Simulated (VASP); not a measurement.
All values below come from AM05 GGA, VASP's PBE PAW potentials (set 64) (plane waves; VASP 6.6.1).

Input for VASP

**INCAR**
```
# general
SYSTEM  = W
PREC    = Accurate
ENCUT   = 520
LREAL   = .FALSE.
LASPH   = .TRUE.

# electronic loop
EDIFF   = 1E-7
NELM    = 100   # most electronic steps
ALGO    = Normal   # blocked Davidson
LMAXMIX = 6   # l cut-off of mixed one-centre charges

# smearing
ISMEAR  = 1
SIGMA   = 0.1   # width (eV)

# functional
GGA     = AM   # AM05

# ions
ISIF    = 2   # forces and stress, cell fixed

# output
LWAVE   = .FALSE.
LCHARG  = .FALSE.
```

**POSCAR**
```
W
1.5913420
 -1.0000001820   1.0000001820   1.0000001820
  1.0000001820  -1.0000001820   1.0000001820
  1.0000001820   1.0000001820  -1.0000001820
W
1
Direct
  0.0000000000   0.0000000000   0.0000000000
```

KPOINTS:
```
Automatic mesh
0
Gamma
16 16 16
0 0 0
```

POTCAR, in this order: W_sv (PBE.64 set). Program: vasp_std.

Unless said otherwise, spin-orbit coupling is left out, though it shifts the bands of the heavy elements here.

**Question.** Predict the energy per atom (σ→0), pressure, band gap (on the k-mesh).

**Answer.** 
```yaml
energy per atom (σ→0): -1309.6 kJ/mol-atom
band gap (on the k-mesh): none (metal, semimetal or under 0.01 eV)
pressure: -9.67 GPa
```

File OSZICAR:
```
...
DAV:   6    -0.137253051949E+02    0.54835E+00   -0.64178E-01  3403   0.105E+01    0.806E+00
DAV:   7    -0.135783784645E+02    0.14693E+00   -0.33642E-01  3520   0.703E+00    0.685E-01
DAV:   8    -0.135733467388E+02    0.50317E-02   -0.44769E-03  3289   0.105E+00    0.136E-01
DAV:   9    -0.135730693891E+02    0.27735E-03   -0.26539E-04  3649   0.198E-01    0.354E-02
DAV:  10    -0.135730710258E+02   -0.16367E-05   -0.97987E-06  3461   0.434E-02    0.464E-03
DAV:  11    -0.135730712342E+02   -0.20844E-06   -0.17717E-07  3075   0.506E-03    0.662E-04
DAV:  12    -0.135730711621E+02    0.72181E-07   -0.49420E-09  1757   0.997E-04
   1 F= -.13573071E+02 E0= -.13572797E+02  d E =-.823880E-03
```

The compound is W in the bcc structure. This cell is one point of a volume scan, at 1.03 of the reference volume.
